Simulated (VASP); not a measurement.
```
CELL_PARAMETERS angstrom
      4.83272     0.00000     0.00000
      0.00000     4.83272     0.00000
      0.00000     0.00000     3.24083
ATOMIC_POSITIONS crystal
  Sn 0.00000 0.00000 0.00000
  Sn 0.50000 0.50000 0.50000
  O  0.30659 0.30659 0.00000
  O  0.80659 0.19341 0.50000
  O  0.19341 0.80659 0.50000
  O  0.69341 0.69341 0.00000
```

These are PBE GGA, VASP's PBE PAW potentials (set 64) (plane waves; VASP) values and carry that method's errors. Settings: 520 eV cut-off, 5×5×8 Γ-centred mesh, tetrahedra with Blöchl corrections, potentials Sn_d O.

The cores are frozen, which limits the accuracy of field gradients.

### Question
Give the principal components of the electric field gradient (V/Å²) and the asymmetry η at each nucleus.

### Answer

| atom | Vxx | Vyy | Vzz | η |
|---|---|---|---|---|
| Sn1 | 45.3 | 8.7 | -54.0 | 0.68 |
| Sn2 | 45.3 | 8.7 | -54.0 | 0.68 |
| O3 | 63.8 | 49.7 | -113.5 | 0.12 |
| O4 | 63.8 | 49.7 | -113.5 | 0.12 |
| O5 | 63.8 | 49.7 | -113.5 | 0.12 |
| O6 | 63.8 | 49.7 | -113.5 | 0.12 |

The compound is SnO2 in the rutile structure. It was relaxed first, which changed the volume by +6 %.
